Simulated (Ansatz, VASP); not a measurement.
**RbCo3 in VASP and in Ansatz**

Contents of POSCAR:

```
RbCo3
1.0
    4.1118627349      0.0000000000      0.0000000000
    0.0000000000      4.1118627349      0.0000000000
    0.0000000000      0.0000000000      4.1118627349
Rb Co
1 3
Direct
    0.0000000000      0.0000000000      0.0000000000
    0.0000000000      0.5000000000      0.5000000000
    0.5000000000      0.0000000000      0.5000000000
    0.5000000000      0.5000000000      0.0000000000
```

Contents of INCAR.step1:

```
PREC = Accurate
ENCUT = 520
ISMEAR = 0
SIGMA = 0.1
LREAL = False
LASPH = True
NELM = 150
ISPIN = 2
MAGMOM = 0 3 3 3
LMAXMIX = 4
NBANDS = 30
GGA = PE
ALGO = Normal
EDIFF = 1E-4
LWAVE = True
LCHARG = False
```

File INCAR.step2:

```
PREC = Accurate
ENCUT = 520
EDIFF = 1E-6
ISMEAR = 0
SIGMA = 0.1
LREAL = False
LASPH = True
NELM = 150
ALGO = Normal
ISIF = 2
LWAVE = False
LCHARG = False
ISPIN = 2
MAGMOM = 0 3 3 3
LORBIT = 11
LMAXMIX = 4
METAGGA = R2SCAN
LMIXTAU = True
NBANDS = 30
ISTART = 1
```

Contents of KPOINTS:

```
regular mesh
0
Gamma
  4 4 4
```

Input for Ansatz:

```yaml
crystal:
  lattice:
    - [4.1118627349, 0.0, 0.0]
    - [0.0, 4.1118627349, 0.0]
    - [0.0, 0.0, 4.1118627349]
  atoms:
    - { symbol: Rb, position: [0.0, 0.0, 0.0] }
    - { symbol: Co, position: [0.0, 0.5, 0.5], spin: 3.0 }
    - { symbol: Co, position: [0.5, 0.0, 0.5], spin: 3.0 }
    - { symbol: Co, position: [0.5, 0.5, 0.0], spin: 3.0 }
basis:
  ecutwfc: 500
kpoints:
  mp_grid: { grid: [4, 4, 4] }
hamiltonian:
  xc: r2scan
scf:
  occupations: { method: gaussian, width: 0.1 }
  lower_state_search: "off"
output:
  forces: true
  stress: true
  eigenvalues: true
  populations: true
magnetization:
  spin_polarized: true
```

Alike in both runs: task single point; functional r2SCAN; k mesh 4 × 4 × 4; occupations gaussian, width 0.1 eV; collinear spin.

|  | VASP | Ansatz |
| --- | --- | --- |
| version | VASP 6.6.1 | Ansatz 0.2.0 |
| potentials or method | VASP PAW PBE potentials, release 64 (Rb_sv, Co) | scalar-relativistic, plane waves, PAW |
| plane-wave cutoff (eV) | 520 | 500 |
| valence electrons in the cell | 36 | 60 |

Ansatz gave:

| Property | Result |
| --- | --- |
| gap on the k mesh at the Fermi level (eV) | none |
| pressure (GPa) | 0.2 |
| net moment per atom (μB) | 1.21 |
| size of the moment on the site where the two differ most (μB) | 1.76 |

Question: Which values does VASP return?

Answer: gap on the k mesh at the Fermi level (eV): none; pressure (GPa): 0.5; net moment per atom (μB): 1.21; size of the moment on the site where the two differ most (μB): 1.74.

Site moments also hang on the region over which each program counts them. A gap of «none» marks a metal or a gap that the smearing closes. The functional is the same, so the differences come from potentials, cutoffs and numerics. The two sets of potentials don't hold the same shells in valence. Ansatz warned: «stability_check_not_made».

Caveats: the k mesh is coarse (spacing up to 0.38 Å⁻¹), so the values aren't converged; the PAW data sets were made with another functional, which shifts forces and pressure a little (VASP).
